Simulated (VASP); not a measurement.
Method: PBEsol GGA, VASP's PBE PAW potentials (set 64) (plane waves; VASP).

VASP ran on this input.

KPOINTS:
```
Automatic mesh
0
Gamma
5 5 6
0 0 0
```

**POSCAR**
```
SrVO3
5.5303850
  1.0000000193   0.0000000000   0.0000000000
 -0.5000000096   0.8660254503   0.0000000000
  0.0000000000   0.0000000000   0.8274006326
Sr V O
2 2 6
Cart
 -0.0000005000   0.5773505888   0.6205504744
  0.5000005096   0.2886748614   0.2068501581
  0.0000000000   0.0000000000   0.0000000000
  0.0000000000   0.0000000000   0.4137003163
  0.0000000001   0.2791945404   0.2068501581
  0.2582104533   0.7264281800   0.2068501581
 -0.2582104532   0.7264281800   0.2068501581
  0.5000000096   0.5868309099   0.6205504744
  0.2417895563   0.1395972703   0.6205504744
  0.7582104629   0.1395972703   0.6205504744
```

INCAR:
```
ALGO = Normal
EDIFF = 1E-7
ENCUT = 520
GGA = PS
ISIF = 2
ISMEAR = -5
LASPH = T
LCHARG = T
LEFG = T
LMAXMIX = 4
LORBIT = 11
LREAL = F
LWAVE = F
NEDOS = 601
NELM = 100
PREC = Accurate
SYSTEM = SrVO3
```

POTCAR, in this order: Sr_sv V_sv O (PBE.64 set). Program: vasp_std.

What will the output report for the number of irreducible k-points (NKPTS), number of bands (NBANDS), largest plane-wave count, number of space-group operations, FFT grid (NGX, NGY, NGZ)?

```
Property                                      Result
--------------------------------------  ------------
number of irreducible k-points (NKPTS)            20
number of bands (NBANDS)                          49
largest plane-wave count                        3286
number of space-group operations                  24
FFT grid (NGX, NGY, NGZ)                42 × 42 × 36
```

The structure was generated: SrVO3 was put into the 2H-BaNiO3 type (P6_3/mmc), which need not be its known phase. It was relaxed first, which changed the volume by -9 %. The run is not spin-polarised, so no magnetic state was tried.
